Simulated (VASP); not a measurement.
Level of theory: RPBE GGA, VASP's PBE PAW potentials (set 64) (plane waves; VASP 6.6.1).

VASP input:

**INCAR**
```
SYSTEM = WC
PREC = Accurate
ENCUT = 520
EDIFF = 1E-6
NELM = 100
ALGO = Normal
LREAL = .FALSE.
LASPH = .TRUE.
ISMEAR = 1
SIGMA = 0.1
GGA = RP
LMAXMIX = 6
LWAVE = .FALSE.
LCHARG = .FALSE.
IBRION = 2
ISIF = 3
NSW = 60
EDIFFG = -0.01
```

POSCAR:
```
WC
1.0
  1.4550000000  -2.5201340000   0.0000000000
  1.4550000000   2.5201340000   0.0000000000
  0.0000000000   0.0000000000   2.8400000000
W C
1 1
direct
  0.0000000000   0.0000000000   0.0000000000
  0.3333330000   0.6666670000   0.5000000000
```

**KPOINTS**
```
Automatic mesh
0
Gamma
13 13 12
0 0 0
```

POTCAR, in this order: W_sv C (PBE.64 set). Program: vasp_std.

Output

OUTCAR:
```
 ion  position               nearest neighbor table
   1  0.000  0.000  0.000-   2 2.20   2 2.20   2 2.20   2 2.20   2 2.20   2 2.20
   2  0.333  0.667  0.500-   1 2.20   1 2.20   1 2.20   1 2.20   1 2.20   1 2.20
  LATTYP: Found a hexagonal cell.
 ALAT       =     2.9100000649
 C/A-ratio  =     0.9759449954
 Subroutine PRICEL returns:
 Original cell was already a primitive cell.
 Subroutine GETGRP returns: Found 12 space group operations
The static configuration has the point symmetry D_3h.
The dynamic configuration has the point symmetry D_3h.
 Subroutine INISYM returns: Found 12 space group operations
 Subroutine IBZKPT returns following result:
 Found    147 irreducible k-points:

 Following reciprocal coordinates:
            Coordinates               Weight
  0.000000  0.000000  0.000000      1.000000
  0.076923  0.000000  0.000000      6.000000
  0.153846  0.000000  0.000000      6.000000
  0.230769 -0.000000  0.000000      6.000000
  0.307692  0.000000  0.000000      6.000000
  0.384615  0.000000  0.000000      6.000000
  0.461538  0.000000  0.000000      6.000000
  0.076923  0.076923  0.000000      6.000000
  0.153846  0.076923  0.000000     12.000000
  0.230769  0.076923  0.000000     12.000000
  0.307692  0.076923  0.000000     12.000000
  0.384615  0.076923  0.000000     12.000000
  0.461538  0.076923  0.000000      6.000000
  0.153846  0.153846  0.000000      6.000000
  0.230769  0.153846  0.000000     12.000000
  0.307692  0.153846  0.000000     12.000000
  0.384615  0.153846  0.000000     12.000000
  0.230769  0.230769  0.000000      6.000000
  0.307692  0.230769  0.000000     12.000000
  0.384615  0.230769  0.000000      6.000000
  0.307692  0.307692  0.000000      6.000000
  0.000000  0.000000  0.083333      2.000000
  0.076923  0.000000  0.083333     12.000000
...
```

**OSZICAR**
```
       N       E                     dE             d eps       ncg     rms          rms(c)
DAV:   1     0.110419217714E+03    0.11042E+03   -0.98295E+03  3822   0.154E+03
DAV:   2    -0.204971658378E+02   -0.13092E+03   -0.12750E+03  4382   0.380E+02
DAV:   3    -0.243348296946E+02   -0.38377E+01   -0.38035E+01  4590   0.604E+01
DAV:   4    -0.243711486799E+02   -0.36319E-01   -0.36291E-01  4212   0.619E+00
DAV:   5    -0.243714596990E+02   -0.31102E-03   -0.31098E-03  4577   0.588E-01    0.320E+01
DAV:   6    -0.214688471205E+02    0.29026E+01   -0.91541E+00  4307   0.313E+01    0.858E+00
DAV:   7    -0.214158636876E+02    0.52983E-01   -0.37180E-01  3987   0.551E+00    0.599E+00
DAV:   8    -0.213929607937E+02    0.22903E-01   -0.65136E-02  4247   0.250E+00    0.857E-01
DAV:   9    -0.213919601607E+02    0.10006E-02   -0.34239E-03  4092   0.472E-01    0.140E-01
DAV:  10    -0.213919637072E+02   -0.35465E-05   -0.28158E-04  4402   0.224E-01    0.725E-02
DAV:  11    -0.213919622548E+02    0.14524E-05   -0.20169E-05  4187   0.428E-02    0.102E-02
DAV:  12    -0.213919611482E+02    0.11066E-05   -0.50189E-06  4147   0.222E-02    0.285E-03
DAV:  13    -0.213919611680E+02   -0.19767E-07   -0.10099E-07  1971   0.336E-03
   1 F= -.21391961E+02 E0= -.21391822E+02  d E =-.213920E+02
       N       E                     dE             d eps       ncg     rms          rms(c)
DAV:   1    -0.224855734463E+02   -0.10936E+01   -0.28143E+01  3887   0.792E+01    0.134E+01
DAV:   2    -0.214972432257E+02    0.98833E+00   -0.33170E+00  3937   0.207E+01    0.305E+00
DAV:   3    -0.213381554912E+02    0.15909E+00   -0.36488E-01  4002   0.457E+00    0.127E+00
DAV:   4    -0.213096457415E+02    0.28510E-01   -0.11459E-01  4187   0.359E+00    0.964E-01
DAV:   5    -0.213116895713E+02   -0.20438E-02   -0.74721E-03  4247   0.923E-01    0.229E-01
DAV:   6    -0.213105635133E+02    0.11261E-02   -0.31333E-03  4282   0.387E-01    0.380E-02
DAV:   7    -0.213105681730E+02   -0.46597E-05   -0.17812E-04  4177   0.111E-01    0.138E-02
DAV:   8    -0.213105690677E+02   -0.89473E-06   -0.16600E-06  3599   0.150E-02
   2 F= -.21310569E+02 E0= -.21310473E+02  d E =0.813921E-01
       N       E                     dE             d eps       ncg     rms          rms(c)
DAV:   1    -0.219731420180E+02   -0.66257E+00   -0.13704E+01  3882   0.523E+01    0.107E+01
DAV:   2    -0.214930245537E+02    0.48012E+00   -0.10751E+00  3902   0.137E+01    0.215E+00
DAV:   3    -0.214175817705E+02    0.75443E-01   -0.13479E-01  4172   0.354E+00    0.808E-01
DAV:   4    -0.214065626429E+02    0.11019E-01   -0.31062E-02  4252   0.198E+00    0.951E-01
DAV:   5    -0.214067937898E+02   -0.23115E-03   -0.22981E-03  4362   0.542E-01    0.521E-02
DAV:   6    -0.214067442311E+02    0.49559E-04   -0.27683E-04  4392   0.141E-01    0.965E-03
DAV:   7    -0.214067416381E+02    0.25930E-05   -0.95966E-06  4222   0.333E-02    0.569E-03
DAV:   8    -0.214067411047E+02    0.53342E-06   -0.84514E-07  2061   0.122E-02
   3 F= -.21406741E+02 E0= -.21406583E+02  d E =-.147799E-01
       N       E                     dE             d eps       ncg     rms          rms(c)
DAV:   1    -0.214067859575E+02   -0.44319E-04   -0.92778E-04  3892   0.444E-01    0.884E-02
DAV:   2    -0.214067525427E+02    0.33415E-04   -0.83234E-05  3922   0.115E-01    0.176E-02
DAV:   3    -0.214067482751E+02    0.42676E-05   -0.90556E-06  4042   0.264E-02    0.606E-03
DAV:   4    -0.214067479448E+02    0.33030E-06   -0.24380E-06  3161   0.179E-02
   4 F= -.21406748E+02 E0= -.21406590E+02  d E =-.147868E-01
       N       E                     dE             d eps       ncg     rms          rms(c)
DAV:   1    -0.214067762546E+02   -0.27980E-04   -0.80281E-04  3887   0.415E-01    0.821E-02
DAV:   2    -0.214067471273E+02    0.29127E-04   -0.70149E-05  3912   0.106E-01    0.166E-02
DAV:   3    -0.214067433411E+02    0.37863E-05   -0.81016E-06  4052   0.251E-02    0.565E-03
DAV:   4    -0.214067430908E+02    0.25025E-06   -0.20696E-06  2849   0.166E-02
   5 F= -.21406743E+02 E0= -.21406585E+02  d E =-.147819E-01
       N       E                     dE             d eps       ncg     rms          rms(c)
DAV:   1    -0.214080965447E+02   -0.13532E-02   -0.46565E-02  3837   0.259E+00    0.181E-01
DAV:   2    -0.214071379940E+02    0.95855E-03   -0.18850E-03  4067   0.429E-01    0.971E-02
DAV:   3    -0.214067840148E+02    0.35398E-03   -0.89951E-04  4157   0.275E-01    0.360E-02
DAV:   4    -0.214067834810E+02    0.53381E-06   -0.24487E-05  4022   0.520E-02    0.189E-02
DAV:   5    -0.214067823115E+02    0.11695E-05   -0.24236E-06  3917   0.162E-02    0.259E-03
DAV:   6    -0.214067821083E+02    0.20317E-06   -0.36792E-07  1916   0.635E-03
   6 F= -.21406782E+02 E0= -.21406651E+02  d E =-.390175E-04
       N       E                     dE             d eps       ncg     rms          rms(c)
DAV:   1    -0.214071423177E+02   -0.36001E-03   -0.96826E-03  3845   0.118E+00    0.827E-02
DAV:   2    -0.214069389591E+02    0.20336E-03   -0.39495E-04  4072   0.197E-01    0.443E-02
DAV:   3    -0.214068668857E+02    0.72073E-04   -0.18023E-04  4162   0.123E-01    0.166E-02
DAV:   4    -0.214068669841E+02   -0.98425E-07   -0.49142E-06  3985   0.233E-02
   7 F= -.21406867E+02 E0= -.21406724E+02  d E =-.123893E-03
       N       E                     dE             d eps       ncg     rms          rms(c)
DAV:   1    -0.214071571399E+02   -0.29025E-03   -0.74759E-03  3887   0.126E+00    0.248E-01
DAV:   2    -0.214068959358E+02    0.26120E-03   -0.65738E-04  3922   0.325E-01    0.497E-02
DAV:   3    -0.214068553819E+02    0.40554E-04   -0.74119E-05  4122   0.758E-02    0.171E-02
DAV:   4    -0.214068476064E+02    0.77755E-05   -0.19726E-05  4202   0.498E-02    0.201E-02
DAV:   5    -0.214068464119E+02    0.11945E-05   -0.11270E-06  2341   0.130E-02    0.162E-03
DAV:   6    -0.214068462648E+02    0.14711E-06   -0.30186E-07  1911   0.592E-03
   8 F= -.21406846E+02 E0= -.21406703E+02  d E =0.207194E-04
       N       E                     dE             d eps       ncg     rms          rms(c)
DAV:   1    -0.214070215915E+02   -0.17518E-03   -0.36860E-03  3887   0.884E-01    0.174E-01
DAV:   2    -0.214068912738E+02    0.13032E-03   -0.32105E-04  3927   0.228E-01    0.348E-02
DAV:   3    -0.214068730869E+02    0.18187E-04   -0.36383E-05  4117   0.533E-02    0.120E-02
DAV:   4    -0.214068709508E+02    0.21361E-05   -0.96324E-06  4217   0.348E-02    0.142E-02
DAV:   5    -0.214068720354E+02   -0.10846E-05   -0.54924E-07  1936   0.910E-03    0.113E-03
DAV:   6    -0.214068720782E+02   -0.42801E-07   -0.15367E-07  1911   0.419E-03
   9 F= -.21406872E+02 E0= -.21406729E+02  d E =-.509405E-05
```

**OUTCAR**
```
------------------------ aborting loop because EDIFF is reached ----------------------------------------
  FORCE on cell =-STRESS in cart. coord.  units (eV):
  Direction    XX          YY          ZZ          XY          YZ          ZX
  --------------------------------------------------------------------------------------
  Total        0.0007940      0.0007940      0.0021579      0.0000000      0.0000000     -0.0000000
  in kB        0.0596081      0.0596081      0.1620055      0.0000000      0.0000000     -0.0000000
  external PRESSURE =       0.0937406 kB  Pullay stress =       0.0000000 kB
  volume of cell :       21.34
      direct lattice vectors                 reciprocal lattice vectors
     1.467971190 -2.542600762  0.000000000     0.340606140 -0.196649040  0.000000000
     1.467971190  2.542600762 -0.000000000     0.340606140  0.196649040  0.000000000
    -0.000000000  0.000000000  2.858843432     0.000000000  0.000000000  0.349791803
 POSITION                                       TOTAL-FORCE (eV/Angst)
 -----------------------------------------------------------------------------------
      0.00000     -0.00000      0.00000        -0.000000      0.000000      0.000000
      1.46797      0.84754      1.42942         0.000000     -0.000000     -0.000000
 -----------------------------------------------------------------------------------
    total drift:                                0.000000     -0.000388      0.000000
  FREE ENERGIE OF THE ION-ELECTRON SYSTEM (eV)
  ---------------------------------------------------
  free  energy   TOTEN  =       -21.4068720782 eV

  energy  without entropy=      -21.4064417502  energy(sigma->0) =      -21.40672864

 reached required accuracy - stopping structural energy minimisation
```
(Selected blocks of OUTCAR.)

CONTCAR:
```
WC
   1.00000000000000
     1.4679711901290753   -2.5426007623473050    0.0000000000000000
     1.4679711901290753    2.5426007623473050   -0.0000000000000000
    -0.0000000000000000    0.0000000000000000    2.8588434320906213
  W               C
     1     1
Direct
     0.0000000000000000    0.0000000000000000    0.0000000000000000
     0.3333330000000032    0.6666669999999968    0.5000000000000000
```

**OUTCAR**
```
 val. band max:       10.7625213178   @ k =   0.4615   0.0000   0.4167

 cond. band min:      10.7938841380   @ k =   0.4615   0.0769   0.5000


 Fermi energy:        10.7723688210

 k-point     1 :       0.0000    0.0000    0.0000
  band No.  band energies     occupation
      1     -63.3205      2.00000
      2     -27.2879      2.00000
      3     -27.2082      2.00000
      4     -27.2082      2.00000
      5      -3.5070      2.00000
      6       6.6232      2.00000
      7       7.5435      2.00000
      8       7.5435      2.00000
      9      10.8838     -0.06656
     10      13.8945      0.00000
     11      13.8946      0.00000
     12      16.2732      0.00000
     13      16.2733      0.00000

 k-point     2 :       0.0769    0.0000    0.0000
  band No.  band energies     occupation
      1     -63.3176      2.00000
      2     -27.2823      2.00000
      3     -27.2520      2.00000
      4     -27.2182      2.00000
      5      -3.3580      2.00000
      6       6.6621      2.00000
      7       7.3380      2.00000
      8       7.6826      2.00000
      9      10.4396      2.00003
     10      13.8414      0.00000
     11      14.3913      0.00000
     12      15.9478      0.00000
     13      16.1651      0.00000

 k-point     3 :       0.1538    0.0000    0.0000
  band No.  band energies     occupation
      1     -63.3096      2.00000
      2     -27.3719      2.00000
      3     -27.2668      2.00000
      4     -27.2456      2.00000
      5      -2.9322      2.00000
      6       6.3392      2.00000
      7       7.2831      2.00000
      8       8.0792      2.00000
      9       9.5865      2.00000
     10      13.6977      0.00000
     11      15.2105      0.00000
     12      15.3662      0.00000
     13      15.8932      0.00000

 k-point     4 :       0.2308   -0.0000    0.0000
  band No.  band energies     occupation
      1     -63.2983      2.00000
      2     -27.5374      2.00000
      3     -27.2842      2.00000
...
```

Energy and stress use the plane-wave basis of the starting cell. Unless said otherwise, spin-orbit coupling is left out, though it shifts the bands of the heavy elements here.

The compound is WC in the wc structure. This run relaxes it. Symmetry was kept, so distortions that lower it aren't found.
